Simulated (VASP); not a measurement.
Crystal: LuSe.

```
Lu Se
1.0
     0.00000    2.81944    2.81944
     2.81944    0.00000    2.81944
     2.81944    2.81944    0.00000
Lu Se
1 1
Direct
  0.00000 0.00000 0.00000
  0.50000 0.50000 0.50000
```

- Program: VASP 6.6.1
- Task: relaxation of cell and atoms
- Functional: PBEsol
- Potentials or basis: VASP PAW PBE potentials, release 64 (Lu, Se)
- Cutoff: 600 eV
- k mesh: 14 × 14 × 14
- Occupations: gaussian, width 0.1 eV
- Spin: no spin polarisation

At the start: pressure -3.6 GPa; volume 22.41 Å³/atom.

How do energy, volume and symmetry change on relaxing?

Over 22 steps the energy falls by 10.5 meV/atom and the volume is 21.51 Å³/atom (-4.0 %); space group Fm-3m (No. 225, to 0.05 Å).

The path:
```
step  energy change (eV)  largest force (eV/Å)  pressure (GPa)  volume (Å³)
   1              0.0000                0.0000           -3.63        44.82
   2             -0.0072                0.0000            3.28        41.61
   3             -0.0180                0.0000            0.20        43.02
   4             -0.0204                0.0000           -0.26        43.11
   5             -0.0209                0.0000           -0.18        43.06
   6             -0.0210                0.0000           -0.14        43.05
   7             -0.0210                0.0000           -0.30        43.03
   8             -0.0210                0.0000           -0.09        43.03
   9             -0.0210                0.0000           -0.07        43.03
  10             -0.0210                0.0000           -0.08        43.03
  11             -0.0210                0.0000           -0.08        43.03
  12             -0.0210                0.0000           -0.07        43.03
  13             -0.0210                0.0000           -0.08        43.03
  14             -0.0210                0.0000           -0.08        43.03
  15             -0.0210                0.0000           -0.08        43.03
  16             -0.0210                0.0000           -0.08        43.03
  17             -0.0210                0.0000           -0.08        43.03
  18             -0.0210                0.0000           -0.07        43.03
  19             -0.0210                0.0000           -0.04        43.03
  20             -0.0210                0.0000           -0.11        43.03
  21             -0.0210                0.0000           -0.11        43.03
  22             -0.0210                0.0000           -0.03        43.02
```

Final structure:
```yaml
crystal:
  lattice:
    - [0.00000, 2.78107, 2.78107]
    - [2.78107, 0.00000, 2.78107]
    - [2.78107, 2.78107, 0.00000]
  atoms:
    - { symbol: Lu, position: [0.00000, 0.00000, 0.00000] }
    - { symbol: Se, position: [0.50000, 0.50000, 0.50000] }
```

Caveat: the PAW data sets were made with another functional, which shifts forces and pressure a little.
